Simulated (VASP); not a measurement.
```xyz
1
Lattice="0.0000 1.7708 1.7708 1.7708 0.0000 1.7708 1.7708 1.7708 0.0000" Properties=species:S:1:pos:R:3 pbc="T T T"
Ni     0.0000     0.0000     0.0000
```
Starting moments (μB, in the order of the record's atoms Ni): 0.6.

Calculation: revPBE GGA, VASP's PBE PAW potentials (set 64) (plane waves; VASP 6.6.1). Settings: 520 eV cut-off, Gaussian smearing of 0.050 eV, potentials Ni.

Problem. Give the spin-up energies of bands 1 to 6 at the high-symmetry points, in eV from the Fermi level.

Solution. 
```json
[
 {"band": "1", "Γ": "-8.87", "X": "-4.54", "U": "-3.88", "L": "-4.74", "W": "-3.68"},
 {"band": "2", "Γ": "-2.41", "X": "-4.11", "U": "-3.64", "L": "-2.38", "W": "-3.02"},
 {"band": "3", "Γ": "-2.41", "X": "-0.57", "U": "-2.09", "L": "-2.38", "W": "-3.02"},
 {"band": "4", "Γ": "-2.41", "X": "-0.52", "U": "-1.10", "L": "-0.64", "W": "-1.32"},
 {"band": "5", "Γ": "-1.26", "X": "-0.52", "U": "-0.76", "L": "-0.64", "W": "-0.52"},
 {"band": "6", "Γ": "-1.26", "X": "2.44", "U": "5.63", "L": "-0.26", "W": "7.61"}
]
```

Problem. Give the spin-down energies of bands 1 to 6 at the high-symmetry points, in eV from the Fermi level.

Solution. 
```json
[
 {"band": "1", "Γ": "-8.93", "X": "-4.20", "U": "-3.46", "L": "-4.30", "W": "-3.30"},
 {"band": "2", "Γ": "-1.63", "X": "-3.48", "U": "-3.09", "L": "-1.76", "W": "-2.40"},
 {"band": "3", "Γ": "-1.63", "X": "0.04", "U": "-1.45", "L": "-1.76", "W": "-2.40"},
 {"band": "4", "Γ": "-1.63", "X": "0.38", "U": "-0.53", "L": "-0.36", "W": "-0.76"},
 {"band": "5", "Γ": "-0.67", "X": "0.38", "U": "0.12", "L": "0.14", "W": "0.38"},
 {"band": "6", "Γ": "-0.67", "X": "2.36", "U": "5.81", "L": "0.14", "W": "7.77"}
]
```

It has no gap at this level: it comes out as a metal or semimetal.

The compound is Ni in the fcc structure. It was relaxed first.
